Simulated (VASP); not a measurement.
Computed with r2SCAN meta-GGA, VASP's PBE PAW potentials (set 64) (plane waves; VASP).

VASP ran on this input.

KPOINTS:
```
Automatic mesh
0
Gamma
13 13 13
0 0 0
```

File POSCAR:
```
Sn
1
    3.0580652506     0.0000000000    -0.0000000000
   -0.0000000000     3.0580652506    -0.0000000000
   -0.0000000000     0.0000000000     3.0580652506
Sn
1
Direct
  0.0000000000   0.0000000000   0.0000000000
```

INCAR:
```
SYSTEM = Sn
PREC = Accurate; ENCUT = 400; LREAL = .FALSE.
LASPH = .TRUE.
EDIFF = 1E-7; NELM = 100; ALGO = Normal
LMAXMIX = 4; LMIXTAU = .TRUE.
ISMEAR = -5
METAGGA = R2SCAN
ISIF = 2
LWAVE = .FALSE.; LCHARG = .FALSE.; LORBIT = 11
NEDOS = 601
```

**KPOINTS_OPT**
```
k-points along high-symmetry lines
10
Line-mode
Reciprocal
  0.000000   0.000000   0.000000 ! GAMMA
  0.000000   0.500000   0.000000 ! X

  0.000000   0.500000   0.000000 ! X
  0.500000   0.500000   0.000000 ! M

  0.500000   0.500000   0.000000 ! M
  0.000000   0.000000   0.000000 ! GAMMA

  0.000000   0.000000   0.000000 ! GAMMA
  0.500000   0.500000   0.500000 ! R

  0.500000   0.500000   0.500000 ! R
  0.000000   0.500000   0.000000 ! X

  0.500000   0.500000   0.500000 ! R
  0.500000   0.500000   0.000000 ! M
```

POTCAR, in this order: Sn_d (PBE.64 set). Program: vasp_std.

Unless said otherwise, spin-orbit coupling is left out, though it shifts the bands of the heavy elements here.

### Question
What does the run give for the energy per atom (σ→0), band gap (over mesh and band path)?

### Answer

```yaml
energy per atom (σ→0): -24.607 eV/atom
band gap (over mesh and band path): none (metal, semimetal or under 0.01 eV)
```

### OSZICAR
```
...
DAV:  13    -0.246065267068E+02   -0.52469E-05   -0.51214E-06  2094   0.201E-02    0.526E-03
DAV:  14    -0.246065269585E+02   -0.25172E-06   -0.14905E-07  1922   0.321E-03    0.507E-03
DAV:  15    -0.246065257165E+02    0.12420E-05   -0.44855E-07  1950   0.101E-02    0.537E-03
DAV:  16    -0.246065318608E+02   -0.61443E-05   -0.30892E-06  1902   0.187E-02    0.196E-03
DAV:  17    -0.246065341448E+02   -0.22840E-05   -0.57896E-07  1929   0.902E-03    0.144E-03
DAV:  18    -0.246065341089E+02    0.35871E-07   -0.77204E-08  1329   0.444E-03
   1 F= -.24606534E+02 E0= -.24606534E+02  d E =0.000000E+00
       N       E                     dE             ncg
```

The structure was generated: Sn was put into the simple-cubic type (Pm-3m), which need not be its known phase. It was relaxed first, which changed the volume by -5 %.
